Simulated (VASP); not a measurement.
An input for Ansatz (written as the equivalent of a VASP run, and not itself run):

Ansatz 0.2 input:
```yaml
crystal:
  lattice:
    - [0.0000000, 2.7089396, 2.7089396]
    - [2.7089396, 0.0000000, 2.7089396]
    - [2.7089396, 2.7089396, 0.0000000]
  atoms:
    - { symbol: Ga, position: [0.0000000, 0.0000000, 0.0000000] }
    - { symbol: P, position: [0.2500000, 0.2500000, 0.2500000] }
kpoints:
  mp_grid: { grid: [8, 8, 8] }
hamiltonian:
  xc: r2scan
  pseudopotentials: { kind: paw }
scf:
  occupations: { method: gaussian, width: 0.05 }
  max_iter: 100
output: { forces: true, stress: true, eigenvalues: true }
```

### Question
Write the VASP files for the same calculation (r2SCAN).

### Answer
One answer among several that fit: 
File KPOINTS:
```
Regular mesh
0
gamma
  8 8 8
```

### INCAR
```
ALGO = Normal
EDIFF = 1E-7
ENCUT = 480
ISIF = 2
ISMEAR = 0
LASPH = T
LCHARG = F
LMAXMIX = 4
LMIXTAU = T
LREAL = F
LWAVE = F
METAGGA = R2SCAN
NELM = 100
PREC = Accurate
SIGMA = 0.05
SYSTEM = GaP
```

### POSCAR
```
GaP
1.0
  0.0000000000   2.7089396319   2.7089396319
  2.7089396319   0.0000000000   2.7089396319
  2.7089396319   2.7089396319   0.0000000000
Ga P
1 1
Cartesian
  0.0000000000   0.0000000000   0.0000000000
  1.3544698159   1.3544698159   1.3544698159
```

POTCAR, in this order: Ga_d P (PBE.64 set). Program: vasp_std.

The two are equivalent in intent, not identical: each code has its own PAW files, so the cut-off isn't converted (ENCUT is set for VASP's; basis.ecutwfc is left out, and Ansatz then takes the one that its files recommend); Ansatz stops its SCF on the density residual and VASP on the energy change (EDIFF).

The compound is GaP in the zinc blende structure. This cell was strained or had an atom moved on purpose.
